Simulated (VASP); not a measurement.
# RhPb: structure and properties in VASP, part 4 of 7

Wanted: the relaxed cell of RhPb and its properties. The start is a cell from a database of measured crystal structures.

VASP 6.6.1; AM05; plane waves and PAW (Rh_pv, Pb_d).

Still holding for the runs below: This run has no spin polarisation. Its electron count is odd, so without a moment it is a metal by construction.

So far. Step 4 (Band structure (AM05)): There is no gap at this level. Step 5 (Total and projected DOS (AM05)): The finer mesh and the other smearing move the Fermi level by +0.15 eV from the 4×4×5 run, one measure of the sampling error in the zero of the bands above. Of the states within 0.3 eV of the Fermi level, the largest shares in the PAW spheres are Rh d 54 % and Pb p 12 %. The rest lies in smaller channels or between the spheres.

## Step 6: Zone-centre phonons (AM05)

Zone-centre modes test whether the atoms sit at a minimum within this cell. IBRION = 8 takes the force constants from linear response, which needs tightly converged orbitals.

File INCAR:

```
SYSTEM = RhPb
PREC = Accurate
ENCUT = 400
EDIFF = 1E-08
NELM = 100
ISMEAR = 1
SIGMA = 0.2
LREAL = .FALSE.
ALGO = Normal
GGA = AM
NBANDS = 53
LASPH = .TRUE.
LORBIT = 11
LWAVE = .FALSE.
LCHARG = .FALSE.
KPAR = 4
IBRION = 8
ISIF = 2
```

File POSCAR:

```
RhPb
1.0
    5.6472254232      0.0000000000      0.0000000000
   -2.8236127116      4.8906406774      0.0000000000
    0.0000000000      0.0000000000      4.4422078502
Rh Pb
3 3
Direct
    0.5000000000      0.0000000000      0.0000000000
    0.5000000000      0.5000000000      0.0000000000
    0.0000000000      0.5000000000      0.0000000000
    0.3333333333      0.6666666667      0.5000000000
    0.6666666667      0.3333333333      0.5000000000
    0.0000000000      0.0000000000      0.0000000000
```

File KPOINTS:

```
Automatic mesh
0
Gamma
6 6 7
0 0 0
```

The projector-augmented-wave data sets are Rh_pv and Pb_d (PBE family, release 64).

Run with:

```sh
mpirun -np 4 vasp_std
```

The log of the run:

```text
[... set-up lines as in an earlier step ...]
 entering main loop
       N       E                     dE             d eps       ncg     rms          rms(c)
DAV:   1     0.112524540707E+04    0.11252E+04   -0.40237E+04  3168   0.174E+03
DAV:   2     0.790090187925E+02   -0.10462E+04   -0.10184E+04  3084   0.562E+02
DAV:   3    -0.306351072997E+02   -0.10964E+03   -0.10424E+03  3325   0.209E+02
DAV:   4    -0.360844526369E+02   -0.54493E+01   -0.53809E+01  3689   0.466E+01
DAV:   5    -0.362848634715E+02   -0.20041E+00   -0.20034E+00  4102   0.842E+00    0.125E+01
DAV:   6    -0.352818520720E+02    0.10030E+01   -0.11784E+00  3582   0.870E+00    0.619E+00
DAV:   7    -0.350139841162E+02    0.26787E+00   -0.87168E-01  3822   0.629E+00    0.774E-01
DAV:   8    -0.350141961855E+02   -0.21207E-03   -0.82955E-02  3857   0.258E+00    0.391E-01
DAV:   9    -0.350127871251E+02    0.14091E-02   -0.11727E-02  3594   0.101E+00    0.111E-01
DAV:  10    -0.350128918628E+02   -0.10474E-03   -0.14721E-03  3917   0.503E-01    0.538E-02
DAV:  11    -0.350129689849E+02   -0.77122E-04   -0.21303E-04  3739   0.997E-02    0.163E-02
DAV:  12    -0.350129761234E+02   -0.71385E-05   -0.25854E-05  3766   0.612E-02    0.698E-03
DAV:  13    -0.350129778054E+02   -0.16819E-05   -0.89707E-06  3523   0.191E-02    0.208E-03
DAV:  14    -0.350129779132E+02   -0.10783E-06   -0.80159E-07  3698   0.122E-02    0.758E-04
DAV:  15    -0.350129779584E+02   -0.45182E-07   -0.22671E-07  3264   0.342E-03    0.352E-04
DAV:  16    -0.350129779757E+02   -0.17353E-07   -0.10938E-08  2408   0.132E-03    0.170E-04
DAV:  17    -0.350129779995E+02   -0.23769E-07   -0.66717E-09  1853   0.755E-04    0.663E-05
DAV:  18    -0.350129779941E+02    0.53569E-08   -0.20343E-09  1709   0.586E-04
   1 F= -.35012978E+02 E0= -.35014158E+02  d E =0.354011E-02
 Linear response reoptimize wavefunctions to high precision
DAV:   1    -0.350129779938E+02    0.31832E-09   -0.74787E-10  1694   0.398E-04
DAV:   2    -0.350129779937E+02    0.92768E-10   -0.59170E-10  1679   0.169E-04
 Linear response DOF=           7
 Linear response progress:
  Degree of freedom:   1/  7
       N       E                     dE             d eps       ncg     rms          rms(c)
RMM:   1    -0.398466696006E+00   -0.39847E+00    0.27395E+01  6255   0.397E+01
RMM:   2    -0.535747996245E+00   -0.13728E+00   -0.19659E-01  9277   0.198E+00    0.139E-01
RMM:   3    -0.535367813720E+00    0.38018E-03   -0.30549E-02  9736   0.811E-01    0.724E-02
RMM:   4    -0.535461296036E+00   -0.93482E-04   -0.28394E-03  9873   0.228E-01    0.464E-02
RMM:   5    -0.535680998959E+00   -0.21970E-03   -0.55564E-04 10476   0.950E-02    0.147E-02
RMM:   6    -0.535753592006E+00   -0.72593E-04   -0.62915E-05 11263   0.302E-02    0.806E-03
RMM:   7    -0.535763803126E+00   -0.10211E-04   -0.11005E-05 10145   0.127E-02    0.287E-03
RMM:   8    -0.535764566616E+00   -0.76349E-06   -0.36923E-06 10824   0.582E-03    0.857E-04
RMM:   9    -0.535766175108E+00   -0.16085E-05   -0.11661E-06 11052   0.280E-03    0.247E-04
RMM:  10    -0.535768440669E+00   -0.22656E-05   -0.53094E-07 11384   0.126E-03    0.122E-04
RMM:  11    -0.535769937010E+00   -0.14963E-05   -0.38464E-07 11482   0.677E-04    0.318E-05
RMM:  12    -0.535770270173E+00   -0.33316E-06   -0.29938E-07 11652   0.413E-04    0.141E-05
RMM:  13    -0.535770431168E+00   -0.16100E-06   -0.29333E-07 11448   0.279E-04    0.114E-05
RMM:  14    -0.535770585285E+00   -0.15412E-06   -0.17590E-07 11138   0.207E-04    0.727E-06
RMM:  15    -0.535770765328E+00   -0.18004E-06   -0.13735E-07 10630   0.165E-04    0.170E-06
RMM:  16    -0.535770778164E+00   -0.12835E-07   -0.11743E-07 11343   0.130E-04    0.246E-06
RMM:  17    -0.535770844336E+00   -0.66172E-07   -0.95616E-08  9689   0.109E-04    0.816E-07
RMM:  18    -0.535770874235E+00   -0.29900E-07   -0.87056E-08  9528   0.935E-05    0.308E-07
RMM:  19    -0.535770875687E+00   -0.14514E-08   -0.51728E-08  8661   0.820E-05    0.113E-06
 first order change of Fermi-energy  -0.29319E-04
 force on displaced ion       1 direction 1 :  -5.086  -0.000   0.000
 Linear response progress:
  Degree of freedom:   2/  7
       N       E                     dE             d eps       ncg     rms          rms(c)
RMM:   1    -0.406086673267E+00   -0.40609E+00    0.26319E+01  6284   0.400E+01
RMM:   2    -0.543384348468E+00   -0.13730E+00   -0.20733E-01  9044   0.213E+00    0.131E-01
RMM:   3    -0.543225206165E+00    0.15914E-03   -0.27670E-02  9452   0.828E-01    0.680E-02
RMM:   4    -0.543276625531E+00   -0.51419E-04   -0.27249E-03 10436   0.245E-01    0.430E-02
RMM:   5    -0.543399796406E+00   -0.12317E-03   -0.64914E-04 10888   0.108E-01    0.140E-02
RMM:   6    -0.543438866270E+00   -0.39070E-04   -0.75809E-05 11659   0.348E-02    0.846E-03
RMM:   7    -0.543463868455E+00   -0.25002E-04   -0.20224E-05 10378   0.148E-02    0.475E-03
RMM:   8    -0.543482417077E+00   -0.18549E-04    0.26671E-06 10626   0.732E-03    0.123E-03
RMM:   9    -0.543490862197E+00   -0.84451E-05   -0.43054E-06 10563   0.345E-03    0.436E-04
RMM:  10    -0.543492275485E+00   -0.14133E-05   -0.52829E-08 11150   0.162E-03    0.212E-04
RMM:  11    -0.543493659622E+00   -0.13841E-05   -0.32010E-07 11424   0.858E-04    0.754E-05
RMM:  12    -0.543494134508E+00   -0.47489E-06   -0.77287E-07 11625   0.492E-04    0.367E-05
RMM:  13    -0.543494540422E+00   -0.40591E-06   -0.38922E-07 11489   0.327E-04    0.943E-06
RMM:  14    -0.543494616114E+00   -0.75691E-07   -0.10350E-07 11894   0.225E-04    0.576E-06
RMM:  15    -0.543494726864E+00   -0.11075E-06   -0.34654E-07 11426   0.173E-04    0.367E-06
RMM:  16    -0.543494771573E+00   -0.44709E-07   -0.25646E-07 11209   0.138E-04    0.329E-06
RMM:  17    -0.543494889760E+00   -0.11819E-06   -0.13412E-07 10557   0.120E-04    0.152E-06
RMM:  18    -0.543494845411E+00    0.44349E-07    0.34970E-08  9241   0.101E-04    0.258E-06
RMM:  19    -0.543494895850E+00   -0.50439E-07    0.29905E-08  9635   0.898E-05    0.143E-06
RMM:  20    -0.543494912647E+00   -0.16797E-07    0.36321E-08  9732   0.800E-05    0.127E-06
RMM:  21    -0.543494928569E+00   -0.15923E-07   -0.29463E-08  9138   0.746E-05    0.134E-06
RMM:  22    -0.543494966896E+00   -0.38327E-07   -0.40784E-08 10789   0.712E-05    0.584E-07
RMM:  23    -0.543494956566E+00    0.10330E-07    0.20858E-08  7806   0.673E-05    0.539E-07
RMM:  24    -0.543494956630E+00   -0.64001E-10    0.22816E-08  5865   0.646E-05    0.687E-07
 first order change of Fermi-energy  -0.34900E-03
 force on displaced ion       1 direction 2 :   0.000 -12.538   0.000
 Linear response progress:
  Degree of freedom:   3/  7
       N       E                     dE             d eps       ncg     rms          rms(c)
[...]
RMM:   7    -0.532434127200E+00   -0.87611E-05   -0.13320E-05 10434   0.142E-02    0.278E-03
RMM:   8    -0.532403515579E+00    0.30612E-04   -0.40923E-06 10720   0.686E-03    0.636E-04
RMM:   9    -0.532406684911E+00   -0.31693E-05   -0.62087E-07 10817   0.307E-03    0.271E-04
RMM:  10    -0.532409506069E+00   -0.28212E-05   -0.11354E-06 11199   0.130E-03    0.165E-04
RMM:  11    -0.532411295689E+00   -0.17896E-05    0.30979E-07 11173   0.728E-04    0.913E-05
RMM:  12    -0.532412987151E+00   -0.16915E-05   -0.10023E-07 10816   0.468E-04    0.248E-05
RMM:  13    -0.532412586321E+00    0.40083E-06    0.32019E-07 10896   0.308E-04    0.107E-05
RMM:  14    -0.532412672537E+00   -0.86215E-07   -0.55809E-08 11548   0.205E-04    0.824E-06
RMM:  15    -0.532412739147E+00   -0.66611E-07   -0.19061E-07 11350   0.153E-04    0.700E-06
RMM:  16    -0.532412932312E+00   -0.19316E-06    0.10161E-07 10295   0.132E-04    0.369E-06
RMM:  17    -0.532412886717E+00    0.45594E-07    0.97563E-09  9807   0.105E-04    0.199E-06
RMM:  18    -0.532412907237E+00   -0.20520E-07    0.14249E-07  9902   0.893E-05    0.169E-06
RMM:  19    -0.532412930818E+00   -0.23581E-07    0.11113E-08  9498   0.789E-05    0.131E-06
RMM:  20    -0.532412945355E+00   -0.14537E-07   -0.16951E-08  9373   0.717E-05    0.927E-07
RMM:  21    -0.532412963002E+00   -0.17646E-07    0.15180E-08  9605   0.671E-05    0.564E-07
RMM:  22    -0.532412980146E+00   -0.17144E-07    0.20494E-08  9541   0.635E-05    0.328E-07
RMM:  23    -0.532412974804E+00    0.53421E-08   -0.21557E-08  6703   0.604E-05    0.517E-07
 first order change of Fermi-energy   0.14939E-03
 force on displaced ion       1 direction 3 :  -0.000   0.000  -5.202
 Linear response progress:
  Degree of freedom:   4/  7
       N       E                     dE             d eps       ncg     rms          rms(c)
RMM:   1    -0.337527710864E+00   -0.33753E+00   -0.69293E-03 11220   0.414E+00
RMM:   2    -0.339281393096E+00   -0.17537E-02   -0.28225E-02 13388   0.800E-01    0.992E-02
RMM:   3    -0.339576588327E+00   -0.29520E-03   -0.34883E-03 15048   0.285E-01    0.641E-02
RMM:   4    -0.339534445530E+00    0.42143E-04   -0.45720E-04 14054   0.122E-01    0.479E-02
RMM:   5    -0.339385274452E+00    0.14917E-03   -0.10007E-04 15116   0.490E-02    0.921E-03
RMM:   6    -0.339358391142E+00    0.26883E-04   -0.18780E-05 16146   0.194E-02    0.185E-03
RMM:   7    -0.339362297212E+00   -0.39061E-05   -0.15812E-06 15455   0.694E-03    0.533E-04
RMM:   8    -0.339360555650E+00    0.17416E-05    0.20953E-06 15711   0.326E-03    0.415E-04
RMM:   9    -0.339360293997E+00    0.26165E-06   -0.13705E-07 14992   0.167E-03    0.311E-04
RMM:  10    -0.339359227940E+00    0.10661E-05    0.21874E-07 15723   0.912E-04    0.563E-05
RMM:  11    -0.339359272061E+00   -0.44121E-07   -0.36378E-07 15792   0.500E-04    0.390E-05
RMM:  12    -0.339359365682E+00   -0.93621E-07   -0.49743E-08 16609   0.283E-04    0.232E-05
RMM:  13    -0.339359380912E+00   -0.15230E-07   -0.20706E-08 16649   0.175E-04    0.809E-06
RMM:  14    -0.339359368155E+00    0.12757E-07   -0.53080E-08 16622   0.115E-04    0.349E-06
RMM:  15    -0.339359372900E+00   -0.47458E-08   -0.87500E-08 16853   0.846E-05    0.121E-06
 first order change of Fermi-energy  -0.40131E-05
 force on displaced ion       4 direction 1 :  -6.785  -0.002   0.000
 Linear response progress:
  Degree of freedom:   5/  7
       N       E                     dE             d eps       ncg     rms          rms(c)
RMM:   1    -0.337916601684E+00   -0.33792E+00   -0.38107E-02  5182   0.466E+00
RMM:   2    -0.336009689247E+00    0.19069E-02   -0.39743E-02  5956   0.987E-01    0.918E-02
RMM:   3    -0.336146938429E+00   -0.13725E-03   -0.46417E-03  6755   0.318E-01    0.493E-02
RMM:   4    -0.335885983091E+00    0.26096E-03   -0.65460E-04  7126   0.139E-01    0.120E-02
RMM:   5    -0.335861414219E+00    0.24569E-04   -0.10493E-04  7144   0.463E-02    0.408E-03
RMM:   6    -0.335857052691E+00    0.43615E-05   -0.24971E-05  7261   0.218E-02    0.121E-03
RMM:   7    -0.335856901881E+00    0.15081E-06   -0.62666E-06  7144   0.847E-03    0.690E-04
RMM:   8    -0.335856899114E+00    0.27668E-08   -0.40990E-06  6904   0.401E-03    0.309E-04
RMM:   9    -0.335856467362E+00    0.43175E-06   -0.85279E-07  7396   0.199E-03    0.174E-04
RMM:  10    -0.335856413135E+00    0.54227E-07    0.36005E-08  7110   0.103E-03    0.270E-05
RMM:  11    -0.335856479028E+00   -0.65893E-07   -0.19939E-07  7750   0.541E-04    0.223E-05
RMM:  12    -0.335856467398E+00    0.11630E-07   -0.10860E-09  7750   0.300E-04    0.120E-05
RMM:  13    -0.335856417737E+00    0.49661E-07   -0.10363E-07  7797   0.174E-04    0.618E-06
RMM:  14    -0.335856380658E+00    0.37079E-07   -0.19879E-08  7635   0.113E-04    0.647E-07
RMM:  15    -0.335856379291E+00    0.13671E-08   -0.13150E-09  6953   0.788E-05    0.110E-06
 first order change of Fermi-energy   0.22560E-03
 force on displaced ion       4 direction 3 :   0.000  -0.000 -13.390
 Linear response progress:
  Degree of freedom:   6/  7
       N       E                     dE             d eps       ncg     rms          rms(c)
RMM:   1    -0.341521717578E+00   -0.34152E+00   -0.88310E-02  7384   0.379E+00
RMM:   2    -0.341231079468E+00    0.29064E-03   -0.30391E-02  8462   0.814E-01    0.585E-02
RMM:   3    -0.341221465297E+00    0.96142E-05   -0.38531E-03  9163   0.266E-01    0.326E-02
RMM:   4    -0.340818792072E+00    0.40267E-03   -0.50034E-04  9536   0.114E-01    0.751E-03
RMM:   5    -0.340785826990E+00    0.32965E-04   -0.73881E-05  9672   0.399E-02    0.469E-03
RMM:   6    -0.340780520867E+00    0.53061E-05   -0.16302E-05  9345   0.181E-02    0.345E-03
RMM:   7    -0.340771101558E+00    0.94193E-05   -0.33310E-06  9491   0.795E-03    0.715E-04
RMM:   8    -0.340769256347E+00    0.18452E-05   -0.84351E-07 10239   0.337E-03    0.526E-04
RMM:   9    -0.340768674741E+00    0.58161E-06   -0.25884E-07  9854   0.161E-03    0.124E-04
RMM:  10    -0.340768546170E+00    0.12857E-06   -0.11051E-07 10169   0.771E-04    0.505E-05
RMM:  11    -0.340768425385E+00    0.12078E-06   -0.25469E-08 10052   0.381E-04    0.275E-05
RMM:  12    -0.340768308896E+00    0.11649E-06    0.10186E-08 10175   0.219E-04    0.761E-06
RMM:  13    -0.340768327989E+00   -0.19092E-07   -0.39159E-08 10174   0.128E-04    0.508E-06
RMM:  14    -0.340768329539E+00   -0.15500E-08    0.17973E-08 10468   0.871E-05    0.115E-06
 first order change of Fermi-energy  -0.33339E-04
 force on displaced ion       6 direction 1 :  -6.869  -0.000   0.000
 Linear response progress:
  Degree of freedom:   7/  7
       N       E                     dE             d eps       ncg     rms          rms(c)
RMM:   1    -0.331432965298E+00   -0.33143E+00   -0.92660E-02  4218   0.308E+00
RMM:   2    -0.334138395207E+00   -0.27054E-02   -0.14580E-02  4840   0.548E-01    0.356E-02
RMM:   3    -0.334486278758E+00   -0.34788E-03   -0.17542E-03  5037   0.174E-01    0.173E-02
RMM:   4    -0.334445755272E+00    0.40523E-04   -0.16092E-04  5099   0.669E-02    0.879E-03
RMM:   5    -0.334423966516E+00    0.21789E-04   -0.34427E-05  5095   0.264E-02    0.285E-03
RMM:   6    -0.334400614811E+00    0.23352E-04   -0.54492E-06  5193   0.107E-02    0.955E-04
RMM:   7    -0.334395501058E+00    0.51138E-05   -0.68362E-07  4765   0.339E-03    0.406E-04
RMM:   8    -0.334392266778E+00    0.32343E-05   -0.25518E-07  5143   0.169E-03    0.240E-04
RMM:   9    -0.334394248339E+00   -0.19816E-05   -0.11035E-07  5072   0.791E-04    0.728E-05
RMM:  10    -0.334393968370E+00    0.27997E-06   -0.36438E-08  5150   0.393E-04    0.164E-05
RMM:  11    -0.334393955701E+00    0.12669E-07   -0.15078E-08  5473   0.202E-04    0.666E-06
RMM:  12    -0.334393926674E+00    0.29027E-07   -0.86494E-09  5366   0.114E-04    0.221E-06
RMM:  13    -0.334393910050E+00    0.16624E-07   -0.72692E-09  5204   0.745E-05    0.993E-07
RMM:  14    -0.334393890831E+00    0.19219E-07   -0.29555E-09  5052   0.561E-05    0.485E-07
RMM:  15    -0.334393891842E+00   -0.10112E-08   -0.25935E-09  4254   0.469E-05    0.343E-07
 first order change of Fermi-energy  -0.51202E-03
 force on displaced ion       6 direction 3 :   0.000   0.000  -1.829
 Linear response finished
```

Elapsed: 33 min, on 4 MPI ranks of AMD EPYC 7R43, shared host; peak memory 2.8 GiB; 2.2 h of CPU time.

[end of part 4 of 7]

[Lines on the potential files, build, host, timing and source positions are cut from VASP's logs without a mark.]

[Logs are printed without paths, hosts, clocks, repeated set-up lines and the standing remarks that a program may print on its own settings, such as how far it seeks lower states.]

[Hosts, paths, dates, database ids (printed as entryN), source tags and the programs' standing remarks are cut or masked in the printed files.]

[A measured line is paired with the nearest computed mode of its activity, which favours agreement.]
